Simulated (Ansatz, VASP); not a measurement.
ZrTi: VASP beside Ansatz

```
CELL_PARAMETERS angstrom
3.11193 -0.23340 0.00000
-0.23340 3.11193 0.00000
0.00000 0.00000 4.19777
ATOMIC_POSITIONS crystal
Zr 0.50000 0.50000 0.50000
Ti 0.00000 0.00000 0.00000
```

Change from the starting cell: strain -0.1500 x Voigt [0, 0, 0, 0, 0, 1], atoms carried along.

Alike in both runs: task single point; functional LDA; k mesh 16 × 16 × 12; occupations gaussian, width 0.15 eV; no spin polarisation.

|  | VASP | Ansatz |
| --- | --- | --- |
| version | VASP 6.6.1 | Ansatz 0.2.0 |
| potentials or method | VASP PAW LDA potentials, release 64 (Zr_sv, Ti_sv) | scalar-relativistic, plane waves, PAW |
| plane-wave cutoff (eV) | 520 | 420 |
| valence electrons in the cell | 24 | 24 |

```tsv
	VASP	Ansatz	Ansatz less VASP
gap on the k mesh at the Fermi level (eV)	none	none	-
pressure (GPa)	-7.1	-7.1	-0.05
largest component of the traceless stress (GPa)	2.18	2.20	+0.024
```

A gap of «none» marks a metal or a gap that the smearing closes.
